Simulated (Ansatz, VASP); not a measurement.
# Mo (Mo(100)): VASP beside Ansatz, part 2 of 2

Wanted: the spread between two codes on one cell, functional and k mesh.  Valence electrons are named where the data sets of a main pair hold unlike numbers.

VASP 6.6.1 and Ansatz 0.2.0.

So far: The starting structure; Ansatz: band structure, LDA.

## 3. VASP: band structure, LDA

Level of this step: LDA; plane waves and PAW (Mo) (VASP).

The same cell, functional (in two slightly different forms), mesh and smearing now go to VASP, with its own data sets.

Lines of VASP's logs that name or quote its potential files are left out, and so is its time.

Contents of INCAR:

```
SYSTEM = Mo
PREC = Normal
ENCUT = 300
EDIFF = 1E-06
NELM = 120
ISMEAR = -1
SIGMA = 0.1
LREAL = .FALSE.
ALGO = Fast
GGA = CA
NBANDS = 39
LORBIT = 11
LWAVE = .FALSE.
LCHARG = .TRUE.
IDIPOL = 3
LDIPOL = .TRUE.
DIPOL = 0.5 0.5 0.5
LVHAR = .TRUE.
LVACPOTAV = .TRUE.
LELF = .TRUE.
NEDOS = 1500
```

Contents of POSCAR:

```
Mo
1.0
    3.1500000000      0.0000000000      0.0000000000
    0.0000000000      3.1500000000      0.0000000000
    0.0000000000      0.0000000000     27.4500000000
Mo
7
Direct
    0.0000000000      0.0000000000      0.3278688525
    0.5000000000      0.5000000000      0.3852459016
    0.0000000000      0.0000000000      0.4426229508
    0.5000000000      0.5000000000      0.5000000000
    0.0000000000      0.0000000000      0.5573770492
    0.5000000000      0.5000000000      0.6147540984
    0.0000000000      0.0000000000      0.6721311475
```

Contents of KPOINTS:

```
Automatic mesh
0
Gamma
13 13 1
0 0 0
```

Contents of KPOINTS_OPT:

```
Line mode
14
Line-mode
Reciprocal
  0.50000000   0.50000000   0.00000000 M
  0.00000000   0.00000000   0.00000000 GAMMA

  0.00000000   0.00000000   0.00000000 GAMMA
  0.00000000   0.50000000   0.00000000 X

  0.00000000   0.50000000   0.00000000 X
  0.50000000   0.50000000   0.00000000 M
```

The projector-augmented-wave data sets are Mo (LDA family, release 64).

Command:

```sh
$ mpirun -np 2 vasp_std
```

Numbers of over 12 decimals in the logs are rounded to 6 here.

The program printed:

```text
[banner, memory and clock lines left out]
running    2 mpi-ranks, on    1 nodes
 distrk:  each k-point on    2 cores,    1 groups
 distr:  one band on    1 cores,    2 groups

 POSCAR found type information on POSCAR Mo
 POSCAR found :  1 types and       7 ions
 LDA part: xc-table for (Slater(with rela. corr.)+CA(PZ))
 , standard interpolation
|                                                                             |
|           W    W    AA    RRRRR   N    N  II  N    N   GGGG   !!!           |
|           W    W   A  A   R    R  NN   N  II  NN   N  G    G  !!!           |
|           W    W  A    A  R    R  N N  N  II  N N  N  G       !!!           |
|           W WW W  AAAAAA  RRRRR   N  N N  II  N  N N  G  GGG   !            |
|           WW  WW  A    A  R   R   N   NN  II  N   NN  G    G                |
|           W    W  A    A  R    R  N    N  II  N    N   GGGG   !!!           |
|                                                                             |
|     The number of bands has been changed from the values supplied in        |
|     The orbitals not found in the WAVECAR file will be initialized with     |
|     random numbers, which is usually adequate. For correlated               |
|     calculations, however, you should redo the groundstate calculation.     |
|     I found NBANDS = 39. Now, NBANDS = 40.                                  |
|                                                                             |

 POSCAR, INCAR and KPOINTS ok, starting setup
 FFT: planning ... GRIDC
 FFT: planning ... GRID_SOFT
 FFT: planning ... GRID
 WAVECAR not read
 entering main loop
       N       E                     dE             d eps       ncg     rms          rms(c)
DAV:   1     0.117754927848E+03    0.11775E+03   -0.11827E+04  2248   0.542E+02
DAV:   2    -0.745658492999E+02   -0.19232E+03   -0.17198E+03  2968   0.151E+02
DAV:   3    -0.874034570478E+02   -0.12838E+02   -0.11821E+02  2848   0.367E+01
DAV:   4    -0.878212173657E+02   -0.41776E+00   -0.40874E+00  2864   0.704E+00
DAV:   5    -0.878331157303E+02   -0.11898E-01   -0.11877E-01  3024   0.107E+00    0.355E+01
RMM:   6    -0.101363927647E+03   -0.13531E+02   -0.27961E+01  2664   0.150E+01    0.271E+01
RMM:   7    -0.113675999345E+03   -0.12312E+02   -0.25428E+01  2892   0.127E+01    0.315E+01
RMM:   8    -0.885539938294E+02    0.25122E+02   -0.16337E+01  2398   0.112E+01    0.175E+01
RMM:   9    -0.808281746598E+02    0.77258E+01   -0.52456E+00  2253   0.727E+00    0.553E+00
RMM:  10    -0.805613023457E+02    0.26687E+00   -0.10502E+00  2517   0.289E+00    0.453E+00
RMM:  11    -0.806088655488E+02   -0.47563E-01   -0.16560E-01  2858   0.114E+00    0.467E+00
RMM:  12    -0.803686858559E+02    0.24018E+00   -0.32742E-01  2557   0.175E+00    0.275E+00
RMM:  13    -0.803176779511E+02    0.51008E-01   -0.19877E-01  2535   0.132E+00    0.185E+00
RMM:  14    -0.803037316711E+02    0.13946E-01   -0.21165E-02  2700   0.530E-01    0.145E+00
[...]
RMM:  22    -0.802881345710E+02   -0.13742E-03   -0.12392E-04  2704   0.322E-02    0.448E-02
RMM:  23    -0.802881354010E+02   -0.83004E-06   -0.49187E-05  2542   0.257E-02    0.131E-02
RMM:  24    -0.802881477574E+02   -0.12356E-04   -0.14777E-05  2658   0.102E-02    0.449E-03
RMM:  25    -0.802881539873E+02   -0.62299E-05   -0.37029E-06  2319   0.488E-03    0.281E-03
RMM:  26    -0.802881627675E+02   -0.87802E-05   -0.12836E-06  1812   0.269E-03    0.221E-03
RMM:  27    -0.802881642612E+02   -0.14937E-05   -0.60379E-07  1671   0.185E-03    0.173E-03
RMM:  28    -0.802881682228E+02   -0.39616E-05   -0.26976E-07  1428   0.129E-03    0.110E-03
RMM:  29    -0.802881689400E+02   -0.71720E-06   -0.51051E-08   790   0.688E-04
|                                                                             |
|           W    W    AA    RRRRR   N    N  II  N    N   GGGG   !!!           |
|           W    W   A  A   R    R  NN   N  II  NN   N  G    G  !!!           |
|           W    W  A    A  R    R  N N  N  II  N N  N  G       !!!           |
|           W WW W  AAAAAA  RRRRR   N  N N  II  N  N N  G  GGG   !            |
|           WW  WW  A    A  R   R   N   NN  II  N   NN  G    G                |
|           W    W  A    A  R    R  N    N  II  N    N   GGGG   !!!           |
|                                                                             |
|     Did not find any points to average over, which means that no vacuum     |
|     field-free region was found. Please increase the size of  your cell     |
|     in the dimension of the dipole correction to obtain accurate            |
|     workfunction values.                                                    |
|                                                                             |

   1 F= -.80288169E+02 E0= -.80167295E+02  d E =-.241748E+00
 Start KPOINTS_OPT (optional k-point list driver)
k-point batch [1-28\42]
       N       E                     dE             ncg
DAV:   1     0.248135848557E+04   -0.13719E+05     2256
DAV:   2    -0.243171824686E+04   -0.49131E+04     2896
DAV:   3    -0.280666726045E+04   -0.37495E+03     3120
DAV:   4    -0.282042829402E+04   -0.13761E+02     2776
DAV:   5    -0.282085158481E+04   -0.42329E+00     3128
DAV:   6    -0.282086149543E+04   -0.99106E-02     3096
DAV:   7    -0.282086165984E+04   -0.16440E-03     3064
DAV:   8    -0.282086166352E+04   -0.36789E-05     2480
DAV:   9    -0.282086166375E+04   -0.23268E-06     1888
k-point batch [29-42\42]
       N       E                     dE             ncg
DAV:   1     0.737300553866E+04   -0.15383E+05     1120
DAV:   2     0.490883869597E+04   -0.24642E+04     1616
DAV:   3     0.473279424649E+04   -0.17604E+03     1360
DAV:   4     0.472785787375E+04   -0.49364E+01     1528
DAV:   5     0.472776420580E+04   -0.93668E-01     1392
DAV:   6     0.472776076731E+04   -0.34385E-02     1544
DAV:   7     0.472776070936E+04   -0.57948E-04     1400
DAV:   8     0.472776070692E+04   -0.24439E-05     1176
DAV:   9     0.472776070677E+04   -0.14617E-06      960
```

From OUTCAR (step 3):

```text
ion  position               nearest neighbor table
   1  0.000  0.000  0.328-   2 2.73   2 2.73   2 2.73   2 2.73   3 3.15
   2  0.500  0.500  0.385-   1 2.73   1 2.73   1 2.73   1 2.73   3 2.73   3 2.73   3 2.73   3 2.73
                             4 3.15
   3  0.000  0.000  0.443-   2 2.73   4 2.73   2 2.73   4 2.73   2 2.73   4 2.73   2 2.73   4 2.73
                             1 3.15   5 3.15
   4  0.500  0.500  0.500-   3 2.73   5 2.73   3 2.73   5 2.73   3 2.73   5 2.73   3 2.73   5 2.73
                             2 3.15   6 3.15
   5  0.000  0.000  0.557-   4 2.73   6 2.73   4 2.73   6 2.73   4 2.73   6 2.73   4 2.73   6 2.73
                             7 3.15   3 3.15
   6  0.500  0.500  0.615-   7 2.73   7 2.73   7 2.73   7 2.73   5 2.73   5 2.73   5 2.73   5 2.73
                             4 3.15
   7  0.000  0.000  0.672-   6 2.73   6 2.73   6 2.73   6 2.73   5 3.15

  LATTYP: Found a simple tetragonal cell.
 ALAT       =     3.1500000000
 C/A-ratio  =     8.7142857143

 Subroutine GETGRP returns: Found 16 space group operations
 (whereof 16 operations were pure point group operations)

The static configuration has the point symmetry D_4h.

 Found     28 irreducible k-points:

   k-points           NKPTS =     28   k-points in BZ     NKDIM =     28   number of bands    NBANDS=     40

   dimension x,y,z NGX =    14 NGY =   14 NGZ =  120
   dimension x,y,z NGXF=    28 NGYF=   28 NGZF=  240

   ENCUT  =  300.0 eV  22.05 Ry    4.70 a.u.   4.45  4.45 38.77*2*pi/ulx,y,z

   NELECT =      42.0000    total number of electrons

 k-points in reciprocal lattice and weights: Automatic mesh
   0.00000000  0.00000000  0.00000000       0.006
   0.07692308  0.00000000  0.00000000       0.024
   0.15384615  0.00000000  0.00000000       0.024
   0.23076923  0.00000000  0.00000000       0.024
   0.30769231  0.00000000  0.00000000       0.024
   0.38461538  0.00000000  0.00000000       0.024
   0.46153846  0.00000000  0.00000000       0.024
   0.07692308  0.07692308  0.00000000       0.024
   0.15384615  0.07692308  0.00000000       0.047
[...]
0.46153846  0.38461538  0.00000000       0.047
   0.46153846  0.46153846  0.00000000       0.024

 dipolmoment           0.000000      0.000000     -0.000000 electrons x Angstroem

 average (electrostatic) potential at core
       1 -43.2660       2 -43.4394       3 -43.5702       4 -43.4215       5 -43.5702
       6 -43.4394       7 -43.2660

 E-fermi :   0.1936

 k-point     1 :       0.0000    0.0000    0.0000
  band No.  band energies     occupation
    ...
     20      -0.3871      1.99401
     21       0.0692      1.55276
     22       0.0692      1.55276
     23       0.1036      1.42201
     24       0.1069      1.40848
     25       0.4856      0.10240
     26       0.5463      0.05712
     27       1.0763      0.00029
     28       1.0763      0.00029
     29       1.4312      0.00001
    ...

 k-point     2 :       0.0769    0.0000    0.0000
  band No.  band energies     occupation
    ...
     19      -0.4616      1.99715
     20      -0.1859      1.95602
     21      -0.1359      1.92853
     22      -0.0949      1.89428
     23       0.1099      1.39579
     24       0.4763      0.11178
     25       0.6255      0.02630
     26       0.6985      0.01276
     27       0.8154      0.00398
     28       1.1214      0.00019
    ...

 k-point     3 :       0.1538    0.0000    0.0000
  band No.  band energies     occupation
    ...
     18      -0.5171      1.99836
     19      -0.4562      1.99699
     20      -0.2533      1.97736
     21      -0.1603      1.94360
     22       0.1920      1.00828
     23       0.3148      0.45892
     24       0.6744      0.01621
     25       0.8430      0.00302
     26       0.8640      0.00245
     27       0.8917      0.00186
    ...

  Total      -15.8134029    -15.8134029    -12.7622313      0.0000000      0.0000000      0.0000000
  in kB      -93.0191705    -93.0191705    -75.0712655      0.0000000      0.0000000      0.0000000
  external PRESSURE =     -87.0365355 kB  Pullay stress =       0.0000000 kB

  energy-cutoff  :      300.00
  volume of cell :      272.37
      direct lattice vectors                 reciprocal lattice vectors
     3.150000000  0.000000000  0.000000000     0.317460317  0.000000000  0.000000000
     0.000000000  3.150000000  0.000000000     0.000000000  0.317460317  0.000000000
     0.000000000  0.000000000 27.450000000     0.000000000  0.000000000  0.036429872

 POSITION                                       TOTAL-FORCE (eV/Angst)
 -----------------------------------------------------------------------------------
      0.00000      0.00000      9.00000         0.000000      0.000000      2.213353
      1.57500      1.57500     10.57500         0.000000     -0.000000     -1.254106
      0.00000      0.00000     12.15000         0.000000      0.000000     -0.194944
      1.57500      1.57500     13.72500         0.000000      0.000000      0.000000
      0.00000      0.00000     15.30000         0.000000      0.000000      0.194944
      1.57500      1.57500     16.87500        -0.000000     -0.000000      1.254106
      0.00000      0.00000     18.45000        -0.000000     -0.000000     -2.213353
 -----------------------------------------------------------------------------------
    total drift:                                0.000000      0.000000     -0.000000

  FREE ENERGIE OF THE ION-ELECTRON SYSTEM (eV)
  ---------------------------------------------------
  free  energy   TOTEN  =       -80.2881689400 eV

  energy  without entropy=      -80.0464205348  energy(sigma->0) =      -80.16729474

 vacuum level on the upper side and lower side of the slab         4.484         4.484

 total charge
# of ion       s       p       d       tot
------------------------------------------
    1        0.460   0.279   4.255   4.994
    2        0.523   0.532   4.326   5.380
    3        0.521   0.556   4.324   5.401
    4        0.520   0.557   4.348   5.426
    5        0.521   0.556   4.324   5.401
    6        0.523   0.532   4.326   5.380
    7        0.460   0.279   4.255   4.994
--------------------------------------------------
tot          3.528   3.291  30.158  36.977

[... 3 further parts left out ...]
```

The data set Mo keeps the semicore shell frozen, which is cheaper and a little less accurate.

## 4. Differences

Known differences besides the potentials themselves: the two LDA forms differ slightly; the data sets hold 98 valence electrons in Ansatz (on its default PAW (the set named soft_2) files) and 42 in VASP; the cutoff is 420 eV in Ansatz and 300 eV in VASP (PREC = Normal); VASP's log shows a relativistic correction to its local exchange, Ansatz's none. Total energies have different zeros and are not compared.

Compared:

```
                                   quantity  Ansatz  VASP  difference
 work function, lower of the two faces (eV)    4.27  4.29       -0.02
work function, higher of the two faces (eV)    4.27  4.29       -0.02
```

Forces (eV/Å; atoms numbered as in POSCAR):

```
atom        Ansatz x, y, z          VASP x, y, z
 Mo1   0.000, 0.000, 2.083   0.000, 0.000, 2.213
 Mo2  0.000, 0.000, -1.234  0.000, 0.000, -1.254
 Mo3  0.000, 0.000, -0.212  0.000, 0.000, -0.195
 Mo4   0.000, 0.000, 0.000   0.000, 0.000, 0.000
 Mo5   0.000, 0.000, 0.212   0.000, 0.000, 0.195
 Mo6   0.000, 0.000, 1.234   0.000, 0.000, 1.254
 Mo7  0.000, 0.000, -2.083  0.000, 0.000, -2.213
```

The forces differ by 41 meV/Å r.m.s., which is 5.2 % of the r.m.s. force of 0.787 eV/Å (both taken over all components). Levels from 3 eV below to 2 eV above the Fermi level differ by 72 meV r.m.s. and 617 meV at most; each VASP level is matched to the nearest of Ansatz, which flatters the figure a little. VASP's log warns that it found no field-free region in the vacuum, so its work functions are uncertain. With vacuum in the cell, a pressure given here is an average over mostly empty space and none of the material.

## 5. What the set-up changes

Further runs change the set-up of one program: Ansatz's method, potentials or start, or VASP's data sets, cutoff or form of LDA. The table gives Ansatz less VASP for each quantity, since a change that brings one quantity closer may part another.

```
                                        run  r.m.s. force difference (meV/Å)  work function, lower of the two faces (eV)  work function, higher of the two faces (eV)
                                   as above                               41                                      -0.021                                       -0.021
                       cores kept as stored                               42                                      -0.021                                       -0.021
    Ansatz's larger PAW set (cutoff 640 eV)                               42                                      -0.021                                       -0.021
norm-conserving potentials (cutoff 1088 eV)                               47                                      -0.020                                       -0.020
```

## 6. Outcome

| Property | Result |
| --- | --- |
| r.m.s. force difference (band structure, LDA) | 5.2 % of the r.m.s. force |

In words: The r.m.s. force difference is 5.2 % of the r.m.s. force (band structure, LDA), beyond the 3 % picked in this series as the mark of a large difference. The data sets hold unlike numbers of valence electrons (98 in Ansatz and 42 in VASP), so part of the differences comes from the potentials. For band structure, LDA, no further run moves any of the tabulated differences by more than a quarter of its size. Such differences can come from data sets, numerical settings and the points named under the comparisons, not from the functional's error against experiment.

[Lines on the potential files, build, host, timing and source positions are cut from VASP's logs without a mark.]

[Logs are printed without paths, hosts, clocks, repeated set-up lines and the standing remarks that a program may print on its own settings, such as how far it seeks lower states.]

[Hosts, paths, dates, database ids (printed as entryN), source tags and the programs' standing remarks are cut or masked in the printed files.]
